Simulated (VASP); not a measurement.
These are PBE GGA, VASP's PBE PAW potentials (set 64) (plane waves; VASP) values and carry that method's errors.

VASP input:

### INCAR
```
SIGMA=0.05   ! width (eV)
ISMEAR=0   ! Gaussian
LCHARG=.FALSE.
SYSTEM=KNa31Cl32
EDIFFG=-0.03   ! ionic stop
NSW=60   ! most ionic steps
ISYM=0
PREC=Normal
IBRION=2   ! conjugate gradients
ISIF=2
ENCUT=400   ! plane-wave cut-off (eV)
LASPH=.TRUE.   ! aspherical one-centre terms
LWAVE=.FALSE.
EDIFF=1E-5   ! SCF stop (eV)
LREAL=Auto
ALGO=Fast
NELM=100   ! most electronic steps
GGA=PE   ! PBE
NELMIN=4
```

File KPOINTS:
```
Automatic
0
G
1 1 1
```

**POSCAR**
```
KNa31Cl32
1
   11.3688618036     0.0000000000     0.0000000000
    0.0000000000    11.3688618036    -0.0000000000
   -0.0000000000    -0.0000000000    11.3688618036
Na Cl K
31 32 1
Direct
  0.5000000000   0.0000000000   0.0000000000
  0.7500000000   0.2500000000   0.0000000000
  0.7500000000   0.0000000000   0.2500000000
  0.0000000000   0.0000000000   0.0000000000
  0.2500000000   0.2500000000   0.0000000000
  0.5000000000   0.5000000000   0.0000000000
  0.7500000000   0.7500000000   0.0000000000
  0.2500000000   0.0000000000   0.2500000000
  0.5000000000   0.2500000000   0.2500000000
  0.7500000000   0.5000000000   0.2500000000
  0.5000000000   0.0000000000   0.5000000000
  0.7500000000   0.2500000000   0.5000000000
  0.7500000000   0.0000000000   0.7500000000
  0.0000000000   0.5000000000   0.0000000000
  0.2500000000   0.7500000000   0.0000000000
  0.0000000000   0.2500000000   0.2500000000
  0.2500000000   0.5000000000   0.2500000000
  0.5000000000   0.7500000000   0.2500000000
  0.0000000000   0.0000000000   0.5000000000
  0.2500000000   0.2500000000   0.5000000000
  0.7500000000   0.7500000000   0.5000000000
  0.2500000000   0.0000000000   0.7500000000
  0.5000000000   0.2500000000   0.7500000000
  0.7500000000   0.5000000000   0.7500000000
  0.0000000000   0.7500000000   0.2500000000
  0.0000000000   0.5000000000   0.5000000000
  0.2500000000   0.7500000000   0.5000000000
  0.0000000000   0.2500000000   0.7500000000
  0.2500000000   0.5000000000   0.7500000000
  0.5000000000   0.7500000000   0.7500000000
  0.0000000000   0.7500000000   0.7500000000
  0.7500000000   0.2500000000   0.2500000000
  0.0000000000   0.5000000000   0.2500000000
  0.0000000000   0.2500000000   0.5000000000
  0.2500000000   0.2500000000   0.2500000000
  0.5024220000   0.5004320000   0.2469700000
  0.7500000000   0.7500000000   0.2500000000
  0.0000000000   0.0000000000   0.2500000000
  0.5030180000   0.2509350000   0.4996040000
  0.7457300000   0.4968050000   0.5012880000
  0.0000000000   0.7500000000   0.5000000000
  0.7500000000   0.2500000000   0.7500000000
  0.0000000000   0.5000000000   0.7500000000
  0.0000000000   0.2500000000   0.0000000000
  0.2500000000   0.7500000000   0.2500000000
  0.5000000000   0.0000000000   0.2500000000
  0.2505960000   0.5000950000   0.5000600000
  0.4958800000   0.7473260000   0.4978980000
  0.7500000000   0.0000000000   0.5000000000
  0.2500000000   0.2500000000   0.7500000000
  0.5031430000   0.4956610000   0.7466720000
  0.7500000000   0.7500000000   0.7500000000
  0.0000000000   0.0000000000   0.7500000000
  0.5000000000   0.2500000000   0.0000000000
  0.7500000000   0.5000000000   0.0000000000
  0.0000000000   0.7500000000   0.0000000000
  0.2500000000   0.0000000000   0.5000000000
  0.2500000000   0.7500000000   0.7500000000
  0.5000000000   0.0000000000   0.7500000000
  0.2500000000   0.5000000000   0.0000000000
  0.5000000000   0.7500000000   0.0000000000
  0.7500000000   0.0000000000   0.0000000000
  0.2500000000   0.0000000000   0.0000000000
  0.4981460000   0.5003530000   0.4965800000
```

POTCAR, in this order: Na_pv Cl K_sv (PBE.64 set). Program: vasp_gam.

What VASP printed:

**OSZICAR**
```
...
RMM:  14    -0.216343025146E+03    0.32090E-03   -0.34555E-03   706   0.572E-02    0.142E-01
RMM:  15    -0.216342979245E+03    0.45901E-04   -0.11323E-04   658   0.272E-02    0.114E-01
RMM:  16    -0.216342951898E+03    0.27348E-04   -0.12488E-04   536   0.211E-02    0.260E-02
RMM:  17    -0.216342957422E+03   -0.55248E-05   -0.16597E-04   569   0.149E-02    0.226E-02
RMM:  18    -0.216342946441E+03    0.10981E-04   -0.16278E-05   347   0.858E-03    0.214E-02
RMM:  19    -0.216342950243E+03   -0.38020E-05   -0.10904E-05   333   0.585E-03
   2 F= -.21634295E+03 E0= -.21634295E+03  d E =-.124498E+00
       N       E                     dE             d eps       ncg     rms          rms(c)
DAV:   1    -0.216040056912E+03    0.30289E+00   -0.12054E+02   560   0.132E+01    0.633E+00
RMM:   2    -0.216459044150E+03   -0.41899E+00   -0.46875E+00   578   0.353E+00    0.110E+00
RMM:   3    -0.216548963085E+03   -0.89919E-01   -0.10513E+00   729   0.167E+00    0.243E+00
RMM:   4    -0.216542484214E+03    0.64789E-02   -0.51329E-02   721   0.408E-01    0.198E+00
RMM:   5    -0.216519852965E+03    0.22631E-01   -0.12506E-01   585   0.368E-01    0.507E-01
RMM:   6    -0.216526645458E+03   -0.67925E-02   -0.55959E-02   620   0.275E-01    0.479E-01
RMM:   7    -0.216519825238E+03    0.68202E-02   -0.42974E-02   604   0.209E-01    0.137E-01
RMM:   8    -0.216519806556E+03    0.18682E-04   -0.43641E-03   628   0.110E-01    0.117E-01
RMM:   9    -0.216519887705E+03   -0.81149E-04   -0.17535E-03   611   0.497E-02    0.826E-02
RMM:  10    -0.216519799210E+03    0.88495E-04   -0.12296E-03   518   0.324E-02    0.625E-02
RMM:  11    -0.216519806323E+03   -0.71129E-05   -0.10747E-03   538   0.293E-02    0.746E-02
RMM:  12    -0.216519878258E+03   -0.71935E-04   -0.74165E-04   572   0.212E-02    0.297E-02
RMM:  13    -0.216519914418E+03   -0.36161E-04   -0.30859E-04   384   0.125E-02    0.108E-02
RMM:  14    -0.216519935685E+03   -0.21267E-04   -0.19715E-04   352   0.948E-03    0.110E-02
RMM:  15    -0.216519949738E+03   -0.14053E-04   -0.16275E-04   317   0.885E-03    0.397E-03
RMM:  16    -0.216519960566E+03   -0.10828E-04   -0.10086E-04   281   0.765E-03    0.451E-03
RMM:  17    -0.216519972297E+03   -0.11731E-04   -0.11259E-04   261   0.686E-03    0.332E-03
RMM:  18    -0.216519978589E+03   -0.62916E-05   -0.54251E-05   248   0.612E-03
   3 F= -.21651998E+03 E0= -.21651998E+03  d E =-.301527E+00
       N       E                     dE             d eps       ncg     rms          rms(c)
DAV:   1    -0.216516088501E+03    0.38838E-02   -0.16024E+00   616   0.141E+00    0.589E-01
RMM:   2    -0.216521224288E+03   -0.51358E-02   -0.57847E-02   574   0.379E-01    0.897E-02
RMM:   3    -0.216522374193E+03   -0.11499E-02   -0.13841E-02   672   0.181E-01    0.245E-01
RMM:   4    -0.216522373971E+03    0.22219E-06   -0.77949E-04   555   0.461E-02    0.213E-01
RMM:   5    -0.216522371277E+03    0.26947E-05   -0.19543E-04   493   0.198E-02    0.206E-01
RMM:   6    -0.216522293296E+03    0.77980E-04   -0.88084E-05   475   0.162E-02    0.141E-01
RMM:   7    -0.216522208383E+03    0.84913E-04   -0.58096E-04   698   0.433E-02    0.296E-01
RMM:   8    -0.216522638981E+03   -0.43060E-03   -0.11209E-03   621   0.361E-02    0.214E-01
RMM:   9    -0.216523011874E+03   -0.37289E-03   -0.38441E-04   594   0.215E-02    0.255E-01
RMM:  10    -0.216522763734E+03    0.24814E-03   -0.98404E-05   476   0.122E-02    0.227E-01
RMM:  11    -0.216522506363E+03    0.25737E-03   -0.21267E-04   556   0.153E-02    0.182E-01
RMM:  12    -0.216522345367E+03    0.16100E-03   -0.13209E-04   546   0.146E-02    0.135E-01
RMM:  13    -0.216522113773E+03    0.23159E-03   -0.44180E-04   622   0.222E-02    0.729E-02
RMM:  14    -0.216522086388E+03    0.27385E-04   -0.49008E-05   478   0.994E-03    0.565E-02
RMM:  15    -0.216522040686E+03    0.45702E-04   -0.16642E-04   549   0.133E-02    0.238E-02
RMM:  16    -0.216522037142E+03    0.35447E-05   -0.53546E-05   484   0.930E-03
   4 F= -.21652204E+03 E0= -.21652204E+03  d E =-.303585E+00
       N       E                     dE             d eps       ncg     rms          rms(c)
DAV:   1    -0.216521586161E+03    0.45453E-03   -0.10094E-01   616   0.352E-01    0.146E-01
RMM:   2    -0.216521922092E+03   -0.33593E-03   -0.38012E-03   546   0.950E-02    0.229E-02
RMM:   3    -0.216521988519E+03   -0.66427E-04   -0.79920E-04   583   0.442E-02    0.568E-02
RMM:   4    -0.216521978565E+03    0.99548E-05   -0.37609E-05   382   0.117E-02
   5 F= -.21652198E+03 E0= -.21652198E+03  d E =-.303527E+00
       N       E                     dE             d eps       ncg     rms          rms(c)
DAV:   1    -0.216524241738E+03   -0.22532E-02   -0.24154E+00   584   0.242E+00    0.434E-01
RMM:   2    -0.216529210045E+03   -0.49683E-02   -0.53946E-02   675   0.522E-01    0.811E-02
RMM:   3    -0.216530134325E+03   -0.92428E-03   -0.10035E-02   670   0.233E-01    0.139E-01
RMM:   4    -0.216530262248E+03   -0.12792E-03   -0.21335E-03   741   0.957E-02    0.106E-01
RMM:   5    -0.216530198474E+03    0.63773E-04   -0.10757E-04   579   0.218E-02    0.814E-02
RMM:   6    -0.216530189012E+03    0.94625E-05   -0.78431E-04   611   0.330E-02    0.285E-02
RMM:   7    -0.216530188491E+03    0.52068E-06   -0.49939E-05   470   0.154E-02
   6 F= -.21653019E+03 E0= -.21653019E+03  d E =-.820993E-02
       N       E                     dE             d eps       ncg     rms          rms(c)
DAV:   1    -0.216486847918E+03    0.43341E-01   -0.21792E+01   584   0.731E+00    0.130E+00
RMM:   2    -0.216532723617E+03   -0.45876E-01   -0.50185E-01   678   0.159E+00    0.267E-01
RMM:   3    -0.216541572004E+03   -0.88484E-02   -0.97257E-02   674   0.739E-01    0.430E-01
RMM:   4    -0.216542848439E+03   -0.12764E-02   -0.20403E-02   758   0.298E-01    0.332E-01
RMM:   5    -0.216542222299E+03    0.62614E-03   -0.11763E-03   612   0.706E-02    0.247E-01
RMM:   6    -0.216542091098E+03    0.13120E-03   -0.65988E-03   628   0.984E-02    0.801E-02
RMM:   7    -0.216542046068E+03    0.45030E-04   -0.47984E-04   623   0.487E-02    0.750E-02
RMM:   8    -0.216541970129E+03    0.75939E-04   -0.10599E-04   580   0.194E-02    0.598E-02
RMM:   9    -0.216542036724E+03   -0.66595E-04   -0.26626E-03   732   0.547E-02    0.658E-02
RMM:  10    -0.216541884151E+03    0.15257E-03   -0.28372E-04   638   0.238E-02    0.393E-02
RMM:  11    -0.216541864435E+03    0.19717E-04   -0.12398E-04   549   0.142E-02    0.210E-02
RMM:  12    -0.216541866873E+03   -0.24384E-05   -0.90243E-05   530   0.124E-02
   7 F= -.21654187E+03 E0= -.21654187E+03  d E =-.198883E-01
       N       E                     dE             d eps       ncg     rms          rms(c)
DAV:   1    -0.216540933880E+03    0.93055E-03   -0.41764E-01   624   0.105E+00    0.179E-01
RMM:   2    -0.216541801775E+03   -0.86789E-03   -0.97463E-03   682   0.224E-01    0.418E-02
RMM:   3    -0.216541958563E+03   -0.15679E-03   -0.16726E-03   654   0.980E-02    0.560E-02
RMM:   4    -0.216541977756E+03   -0.19194E-04   -0.37961E-04   665   0.425E-02    0.369E-02
RMM:   5    -0.216541970000E+03    0.77565E-05   -0.27560E-05   370   0.111E-02
   8 F= -.21654197E+03 E0= -.21654197E+03  d E =-.199914E-01
       N       E                     dE             d eps       ncg     rms          rms(c)
DAV:   1    -0.216541440185E+03    0.53757E-03   -0.50998E-01   552   0.112E+00    0.230E-01
RMM:   2    -0.216542713095E+03   -0.12729E-02   -0.14088E-02   673   0.258E-01    0.504E-02
RMM:   3    -0.216542910192E+03   -0.19710E-03   -0.22883E-03   679   0.112E-01    0.738E-02
RMM:   4    -0.216542918469E+03   -0.82766E-05   -0.33754E-04   697   0.428E-02    0.570E-02
RMM:   5    -0.216542892262E+03    0.26207E-04   -0.90272E-05   494   0.144E-02    0.320E-02
RMM:   6    -0.216542897298E+03   -0.50360E-05   -0.13645E-04   490   0.140E-02    0.124E-02
RMM:   7    -0.216542895154E+03    0.21439E-05   -0.23472E-05   357   0.839E-03
   9 F= -.21654290E+03 E0= -.21654290E+03  d E =-.925154E-03
```

File OUTCAR:
```
------------------------ aborting loop because EDIFF is reached ----------------------------------------
  FORCE on cell =-STRESS in cart. coord.  units (eV):
  Direction    XX          YY          ZZ          XY          YZ          ZX
  --------------------------------------------------------------------------------------
  Total        2.8551374      2.8489585      2.8534954     -0.0015249     -0.0056896      0.0020623
  in kB        3.1130539      3.1063168      3.1112635     -0.0016626     -0.0062036      0.0022486
  external PRESSURE =       3.1102114 kB  Pullay stress =       0.0000000 kB
  volume of cell :     1469.44
      direct lattice vectors                 reciprocal lattice vectors
    11.368861804  0.000000000  0.000000000     0.087959553  0.000000000  0.000000000
     0.000000000 11.368861804  0.000000000     0.000000000  0.087959553  0.000000000
     0.000000000  0.000000000 11.368861804     0.000000000  0.000000000  0.087959553
  FREE ENERGIE OF THE ION-ELECTRON SYSTEM (eV)
  ---------------------------------------------------
  free  energy   TOTEN  =      -216.5428951538 eV

  energy  without entropy=     -216.5428951538  energy(sigma->0) =     -216.54289515

 reached required accuracy - stopping structural energy minimisation
```
(Selected blocks of OUTCAR.)

CONTCAR:
```
KNa31Cl32
   1.00000000000000
    11.3688618035999998    0.0000000000000000    0.0000000000000000
     0.0000000000000000   11.3688618035999998    0.0000000000000000
     0.0000000000000000    0.0000000000000000   11.3688618035999998
  Na              Cl              K
    31    32     1
Direct
     0.5000145920580259    0.9999365016515770    0.9998786919063568
     0.7498776426299119    0.2501382395671233    0.0000029993219790
     0.7498729760866391    0.9999580232964389    0.2501743480224941
     0.9999906842482200    0.0000106562859193    0.9999858120682813
     0.2501801665192642    0.2501320436775109    0.9999789449352169
     0.5001805233609944    0.4998560803824061    0.9984034339769033
     0.7498367730889912    0.7498104912182898    0.9999726319765332
     0.2501793957989585    0.0000105981279490    0.2501606875455997
     0.5002352628326809    0.2480170503673071    0.2477725124325744
     0.7521522640140476    0.4998937045502592    0.2481037704103051
     0.4999717987457277    0.9996783097084504    0.4999166296020587
     0.7520801441174716    0.2477548391568873    0.5000784332826014
     0.7498643818445253    0.9998708805598727    0.7498402919083461
     0.0000348774312850    0.4999863903461880    0.9999330621777009
     0.2501342819751344    0.7498557842571062    0.9999504140344715
     0.0000787456271825    0.2501437540041806    0.2501605257514283
     0.2481793623975311    0.5000178574864650    0.2478035464647657
     0.4999831368173620    0.7519415029246486    0.2476336364385955
     0.9999321384871518    0.9999526907066890    0.4999970453299326
     0.2482624343814840    0.2480028503083786    0.5000310690581746
     0.7512736676456504    0.7514079929937088    0.5000044655054633
     0.2501970990375139    0.9999330543466691    0.7498403327448908
     0.5002683661069333    0.2475992020735712    0.7515467238597866
     0.7520498517600246    0.4997024477158962    0.7516765783622213
     0.9999594390427330    0.7498504398272002    0.2501448723362440
     0.9992315330268345    0.4998840203349938    0.5000336910617951
     0.2475010650442825    0.7518536410259835    0.4999658737808543
     0.0000994308157482    0.2501441786312246    0.7498335461336518
     0.2484326433847935    0.4998417395200004    0.7516892393204980
     0.5000030648560407    0.7512920790930808    0.7513303686814344
     0.9999723280629005    0.7497896447267142    0.7498265013277067
     0.7495592207416885    0.2504806922561292    0.2504855653883452
     0.9999630490810958    0.4999880559257442    0.2485466775707587
     0.9999602334079500    0.2483829543497714    0.4999769766264616
     0.2508301298434939    0.2507643559622587    0.2506478028789054
     0.5003113607884023    0.4999889973979239    0.2369625647581140
     0.7493892707409799    0.7493322918803436    0.2506976617350909
     0.0000623107841021    0.9999894262950887    0.2497619265728949
     0.5001850684755532    0.2376761398319264    0.4995821519223699
     0.7613117485052390    0.4997680248279260    0.4999212420708018
     0.9996987177632090    0.7513075147164610    0.4999996297299413
     0.7497672330587445    0.2501146697586250    0.7496344322735587
     0.0000227252364160    0.4999805322045694    0.7513956349094210
     0.0000942732522419    0.2497666613660505    0.0000275924243563
     0.2505255928060214    0.7493036797072106    0.2504385379086736
     0.4999975351809738    0.9999504292843613    0.2483409910774838
     0.2374767296039714    0.4997170772746653    0.4998106915036383
     0.4993304581607418    0.7615111699856140    0.4996198453703057
     0.7513292195798901    0.9996004626116005    0.4999756906724290
     0.2507186228371682    0.2505072103554624    0.7493375060590295
     0.5002396723695730    0.4994120386860994    0.7606387975983271
     0.7491881444165833    0.7492694587318098    0.7491704013445994
     0.0000825247778177    0.9999018613407367    0.7502215425161067
     0.5000233116713498    0.2484058306351500    0.9997690610540269
     0.7515998751649433    0.5000023954454406    0.9997486357373072
     0.9999652675166633    0.7502315243097517    0.9999704630189503
     0.2484597042662302    0.0001116406624318    0.4999770524262429
     0.2507214032444613    0.7491618544706454    0.7494272717711120
     0.4999923815465757    0.9997866507548596    0.7512637802462987
     0.2487453846116862    0.4999665371155361    0.9997156645584950
     0.5000155374396703    0.7512835721261222    0.9994851595153507
     0.7502362556590116    0.9999045644110156    0.0000352588421135
     0.2497687248230734    0.9999971941519191    0.0000104520748350
     0.4993332413984365    0.4997748422940618    0.4988046580847827
```

The supercell is sampled at Γ alone, which is coarse: total energies, pressure and levels can be off, energies of defects by several tenths of an eV.

The cell is a supercell with a defect, built from NaCl (rock salt): K_Na. The run is not spin-polarised, so no state with unpaired spins was tried.
